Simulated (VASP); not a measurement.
Output of a VASP run:

OSZICAR:
```
       N       E                     dE             d eps       ncg     rms          rms(c)
DAV:   1     0.931909255166E+01    0.93191E+01   -0.37867E+03   944   0.811E+02
DAV:   2    -0.144837536509E+01   -0.10767E+02   -0.10684E+02  1328   0.106E+02
DAV:   3    -0.160426934878E+01   -0.15589E+00   -0.15252E+00  1176   0.909E+00
DAV:   4    -0.160629645910E+01   -0.20271E-02   -0.19984E-02  1488   0.151E+00
DAV:   5    -0.160630090282E+01   -0.44437E-05   -0.44437E-05  1200   0.484E-02    0.685E+00
DAV:   6    -0.162048651190E+01   -0.14186E-01   -0.22010E-03  1456   0.490E-01    0.407E+00
DAV:   7    -0.162906132152E+01   -0.85748E-02   -0.54222E-03  1312   0.725E-01    0.638E-02
DAV:   8    -0.162915769643E+01   -0.96375E-04   -0.17266E-04  1536   0.107E-01    0.207E-02
DAV:   9    -0.162917010467E+01   -0.12408E-04   -0.12340E-05  1184   0.277E-02    0.654E-03
DAV:  10    -0.162917022353E+01   -0.11886E-06   -0.19081E-06  1488   0.113E-02    0.200E-03
DAV:  11    -0.162917032024E+01   -0.96708E-07   -0.35151E-08   832   0.172E-03
   1 F= -.16291703E+01 E0= -.16290199E+01  d E =-.451148E-03
```

**OUTCAR**
```
------------------------ aborting loop because EDIFF is reached ----------------------------------------
  FORCE on cell =-STRESS in cart. coord.  units (eV):
  Direction    XX          YY          ZZ          XY          YZ          ZX
  --------------------------------------------------------------------------------------
  Total        0.1874048      0.1874048      0.1874048     -0.0000000     -0.0000000     -0.0000000
  in kB        6.7687191      6.7687191      6.7687191     -0.0000000     -0.0000000     -0.0000000
  external PRESSURE =       6.7687191 kB  Pullay stress =       0.0000000 kB
  volume of cell :       44.36
      direct lattice vectors                 reciprocal lattice vectors
    -2.230017304  2.230017304  2.230017304     0.000000000  0.224213507  0.224213507
     2.230017304 -2.230017304  2.230017304     0.224213507  0.000000000  0.224213507
     2.230017304  2.230017304 -2.230017304     0.224213507  0.224213507  0.000000000
 POSITION                                       TOTAL-FORCE (eV/Angst)
 -----------------------------------------------------------------------------------
      0.00000      0.00000      0.00000         0.000000      0.000000     -0.000000
 -----------------------------------------------------------------------------------
    total drift:                               -0.000000     -0.000000      0.000000
  FREE ENERGIE OF THE ION-ELECTRON SYSTEM (eV)
  ---------------------------------------------------
  free  energy   TOTEN  =        -1.6291703202 eV

  energy  without entropy=       -1.6287191724  energy(sigma->0) =       -1.62901994
```
(Selected blocks of OUTCAR.)

### POSCAR
```
Eu
1
   -2.2300173043     2.2300173043     2.2300173043
    2.2300173043    -2.2300173043     2.2300173043
    2.2300173043     2.2300173043    -2.2300173043
Eu
1
Direct
  0.0000000000   0.0000000000   0.0000000000
```

Q: Write an INCAR and KPOINTS that could have produced this output.

A: One answer among several that fit: the input of the run itself, revPBE GGA, plane waves, VASP's PBE PAW potentials (set 64).

### INCAR
```
ALGO  =  Normal
EDIFF  =  1E-7
ENCUT  =  520
GGA  =  RE
ISIF  =  2
ISMEAR  =  1
LASPH  =  T
LCHARG  =  F
LMAXMIX  =  6
LREAL  =  F
LWAVE  =  F
NELM  =  100
PREC  =  Accurate
SIGMA  =  0.1
SYSTEM  =  Eu
```

**KPOINTS**
```
kpoints
0
gamma
11 11 11
0 0 0
```

POTCAR, in this order: Eu_2 (PBE.64 set). Program: vasp_std.

The 4f electrons are frozen in the core of the lanthanide potential, so 4f levels, which can set the real gap, and their magnetism are missing.

The compound is Eu in the bcc structure. This cell is one point of a volume scan, at 0.94 of the reference volume.
